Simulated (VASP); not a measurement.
Runs of VASP 6.6.1 on MoS2. Symmetry: P6_3/mmc, No. 194, hexagonal system. The conventional cell has a = 3.161 Å, b = 3.161 Å, c = 12.910 Å, α = 90.00°, β = 90.00°, γ = 120.00°. Mo (site symmetry -6m2) is surrounded by 6 S at 2.40 Å. S (site symmetry 3m) has 3 Mo at 2.40 Å as nearest neighbours. The cell was built by a generator and needn't be a form met in nature.

```tsv
level	potentials or basis	gap on the mesh (eV)	pressure (GPa)	largest force (eV/Å)
vdW-DF2	VASP PAW PBE potentials, release 64 (Mo_sv, S)	1.20	12.0	1.04
PBEsol	VASP PAW PBE potentials, release 64 (Mo_sv, S)	1.21	(b)	0.23
SCAN	VASP PAW PBE potentials, release 64 (Mo_sv, S)	1.36	(a)	(c)
LDA	VASP PAW LDA potentials, release 64 (Mo_sv, S)	1.17	-4.9	0.39
optB86b-vdW	VASP PAW PBE potentials, release 64 (Mo_sv, S)	1.21	0.5	0.17
```

Alike in all rows: task single point; no spin polarisation; cell as given; k mesh 8 × 8 × 2; cutoff (eV) 520; smearing fermi-dirac 0.05 eV.

Fill in the values left out.

(a) 0.0; (b) -2.4; (c) 0.16.

Caveats: the PAW data sets were made with another functional, which shifts forces and pressure a little (some runs); this functional lacks dispersion, which binds the layers, so the pressure and a relaxed spacing across them are unreliable (some runs).

A k mesh can miss the band edges, and the runs leave out spin-orbit coupling on Mo.

Runs at the PBE level aren't shown here.
